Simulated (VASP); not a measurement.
# ReSe3 (Im-3m) in VASP: single point with PBE

Aim: the single point of ReSe3 with PBE.

Program: VASP 6.6.1. These are calculated values, not measurements. Logs are shortened: lines on timing, memory, paths and dates and some standing lists are left out, and cuts for length are marked.

## (1) The cell of the first run

Symmetry: Im-3m, No. 229, cubic system. The conventional cell has a = 5.305 Å, b = 5.305 Å, c = 5.305 Å, α = 90.00°, β = 90.00°, γ = 90.00°. Re (site symmetry m-3m) is surrounded by 6 Se at 2.65 Å. Se (site symmetry 4/mmm) has 2 Re at 2.65 Å and 4 Se at 2.65 Å as nearest neighbours.

The cell was built by a generator and needn't be a form met in nature.

## (2) Single point, PBE, collinear spin, typed start (random cell by space group and Wyckoff sites (Im-3m, No. 229))

The input, INCAR:

```
SYSTEM = ReSe3
  PREC = Accurate
  ENCUT = 520
  EDIFF = 1E-7
  ISMEAR = 0
  SIGMA = 0.1
  LREAL = .False.
  LASPH = .True.
  NELM = 150
  ALGO = Normal
  ISIF = 2
  LWAVE = .False.
  LCHARG = .False.
  ISPIN = 2
  MAGMOM = 1.01 0 0 0
  LORBIT = 11
  LMAXMIX = 4
  GGA = PE
  NBANDS = 24
```

The input, KPOINTS:

```
regular mesh
0
Gamma
  12 12 12
  0 0 0
```

The input, POSCAR:

```
ReSe3
1.0
   -2.6526418277      2.6526418277      2.6526418277
    2.6526418277     -2.6526418277      2.6526418277
    2.6526418277      2.6526418277     -2.6526418277
Re Se
1 3
Direct
    0.0000000000      0.0000000000      0.0000000000
    0.0000000000      0.5000000000      0.5000000000
    0.5000000000      0.0000000000      0.5000000000
    0.5000000000      0.5000000000      0.0000000000
```

Potentials or basis: VASP PAW PBE potentials, release 64 (Re, Se).

Command:

```sh
> cat potpaw_PBE.64/Re/POTCAR potpaw_PBE.64/Se/POTCAR > POTCAR
> mpirun -np 1 vasp_std > vasp.out
```

OUTCAR:

```text
SYSTEM = ReSe3
   PREC = Accurate
   ENCUT = 520
   EDIFF = 1E-7
   ISMEAR = 0
   LREAL = .False.
   LASPH = .True.
   NELM = 150
   ISIF = 2
   ISPIN = 2
   LORBIT = 11
   GGA = PE

 ion  position               nearest neighbor table
   1  0.000  0.000  0.000-   2 2.65   3 2.65   4 2.65   2 2.65   3 2.65   4 2.65
   2  0.000  0.500  0.500-   1 2.65   3 2.65   4 2.65   1 2.65   4 2.65   3 2.65
   3  0.500  0.000  0.500-   1 2.65   2 2.65   4 2.65   4 2.65   1 2.65   2 2.65
   4  0.500  0.500  0.000-   1 2.65   2 2.65   3 2.65   3 2.65   2 2.65   1 2.65

  LATTYP: Found a body centered cubic cell.
 ALAT       =     5.3052836554

  Lattice vectors:

 A1 = (  -2.6526418277,   2.6526418277,   2.6526418277)
 A2 = (   2.6526418277,  -2.6526418277,   2.6526418277)
 A3 = (   2.6526418277,   2.6526418277,  -2.6526418277)

Analysis of symmetry for initial positions (statically):
=====================================================================
 Subroutine PRICEL returns:
 Original cell was already a primitive cell.

 Routine SETGRP: Setting up the symmetry group for a
 body centered cubic supercell.

 Subroutine GETGRP returns: Found 48 space group operations
 (whereof 48 operations were pure point group operations)
 out of a pool of 48 trial point group operations.

The static configuration has the point symmetry O_h .

Analysis of symmetry for dynamics (positions and initial velocities):
=====================================================================
 Subroutine PRICEL returns:
 Original cell was already a primitive cell.

 Routine SETGRP: Setting up the symmetry group for a
 body centered cubic supercell.

 Subroutine GETGRP returns: Found 48 space group operations
 (whereof 48 operations were pure point group operations)
 out of a pool of 48 trial point group operations.

The dynamic configuration has the point symmetry O_h .

Analysis of structural, dynamic, and magnetic symmetry:
=====================================================================
 Subroutine PRICEL returns:
 Original cell was already a primitive cell.

 Routine SETGRP: Setting up the symmetry group for a
 body centered cubic supercell.

 Subroutine GETGRP returns: Found 48 space group operations
 (whereof 48 operations were pure point group operations)
 out of a pool of 48 trial point group operations.

The overall configuration has the point symmetry O_h .

 Subroutine INISYM returns: Found 48 space group operations
 (whereof 48 operations are pure point group operations),
 and found     1 'primitive' translations

[... 131 lines left out ...]
  energy-cutoff  :      520.00
  volume of cell :       74.66
 maximum number of plane-waves:      2034
 NGX is ok and might be reduce to    36
   NGX = 17   NGY = 17   NGZ = 17

 number of electron      25.0000003 magnetization      -0.0007405

 number of electron      25.0000003 magnetization       0.0004387

 Free energy of the ion-electron system (eV)
  ---------------------------------------------------
  ext. energy  EPLUGINS =         0.00000000
  ---------------------------------------------------
  free energy    TOTEN  =       -20.13568839 eV

  energy without entropy =      -20.11461248  energy(sigma->0) =      -20.12515043

 E-fermi :   6.6542     XC(G=0): -11.1920

 val. band max:        6.6463000441   @ k =   0.5000   0.5000   0.4167
 cond. band min:       6.6598157839   @ k =   0.4167   0.0000   0.0000
 fundamental gap:      0.0135157398
 Fermi energy:         6.6541533857

 spin component 1

 k-point     1 :       0.0000    0.0000    0.0000
  band No.  band energies     occupation
      1     -10.3647      1.00000
      2      -5.6822      1.00000
      3      -5.6822      1.00000
      4       0.4127      1.00000
      5       0.4127      1.00000
      6       0.4127      1.00000
[... 637 lines left out ...]
     23      17.1701      0.00000
     24      17.1787      0.00000

 [... further k-points ...]

 spin component 2

 k-point     1 :       0.0000    0.0000    0.0000
  band No.  band energies     occupation
      1     -10.3647      1.00000
      2      -5.6822      1.00000
      3      -5.6822      1.00000
      4       0.4127      1.00000
      5       0.4127      1.00000
      6       0.4127      1.00000
[... 637 lines left out ...]
     23      17.1701      0.00000
     24      17.1787      0.00000

 [... further k-points ...]

------------------------ aborting loop because EDIFF is reached ----------------------------------------

  FORCE on cell =-STRESS in cart. coord.  units (eV):
  Direction    XX          YY          ZZ          XY          YZ          ZX
  --------------------------------------------------------------------------------------
  -------------------------------------------------------------------------------------
  Total        0.0602537      0.0602537      0.0602537     -0.0000000     -0.0000000      0.0000000
  in kB        1.2930008      1.2930008      1.2930008     -0.0000000     -0.0000000      0.0000000
  external PRESSURE =       1.2930008 kB  Pullay stress =       0.0000000 kB

 VOLUME and BASIS-vectors are now :
 -----------------------------------------------------------------------------
  energy-cutoff  :      520.00
  volume of cell :       74.66
      direct lattice vectors                 reciprocal lattice vectors
    -2.652641828  2.652641828  2.652641828     0.000000000  0.188491335  0.188491335
     2.652641828 -2.652641828  2.652641828     0.188491335  0.000000000  0.188491335
     2.652641828  2.652641828 -2.652641828     0.188491335  0.188491335  0.000000000

 POSITION                                       TOTAL-FORCE (eV/Angst)
 -----------------------------------------------------------------------------------
      0.00000      0.00000      0.00000        -0.000000      0.000000     -0.000000
      2.65264      0.00000      0.00000         0.000000     -0.000000      0.000000
      0.00000      2.65264      0.00000         0.000000      0.000000     -0.000000
      0.00000      0.00000      2.65264        -0.000000     -0.000000      0.000000
 -----------------------------------------------------------------------------------
    total drift:                                0.000000      0.000000     -0.000000

  FREE ENERGIE OF THE ION-ELECTRON SYSTEM (eV)
  ---------------------------------------------------
  free  energy   TOTEN  =       -20.1356883850 eV

  energy  without entropy=      -20.1146124751  energy(sigma->0) =      -20.12515043

 total charge

# of ion       s       p       d       tot
------------------------------------------
    1        0.409   0.314   4.910   5.633
    2        1.487   2.197   0.099   3.783
    3        1.487   2.197   0.099   3.783
    4        1.487   2.197   0.099   3.783
--------------------------------------------------
tot          4.869   6.905   5.208  16.982

 magnetization (x)

# of ion       s       p       d       tot
------------------------------------------
    1        0.000   0.000   0.000   0.000
    2        0.000  -0.000   0.000   0.000
    3        0.000  -0.000   0.000   0.000
    4        0.000  -0.000   0.000   0.000
--------------------------------------------------
tot          0.000  -0.000   0.000   0.000
```

stdout:

```text
POSCAR found type information on POSCAR ReSe
 POSCAR found :  2 types and       4 ions
 scaLAPACK will be used
 LDA part: xc-table for (Slater+PW92), standard interpolation
 POSCAR, INCAR and KPOINTS ok, starting setup
 FFT: planning ... GRIDC
 FFT: planning ... GRID_SOFT
 FFT: planning ... GRID
 WAVECAR not read
 entering main loop
```

Run time: 5.5 min. Hardware: 1 thread of Intel Xeon Platinum 8259CL at 2.50GHz (Skylake/Cascade Lake), shared host; peak memory 0.37 GiB.

Results:

```yaml
Free_energy: -20.1357 eV
Pressure: 0.1 GPa
Band_gap_on_the_k_mesh: none (metal or under the smearing width)
Net_moment: 0.00 μB per cell
Valence_electrons_inside_the_program's_atomic_spheres: Re 5.63; Se 3.78
```
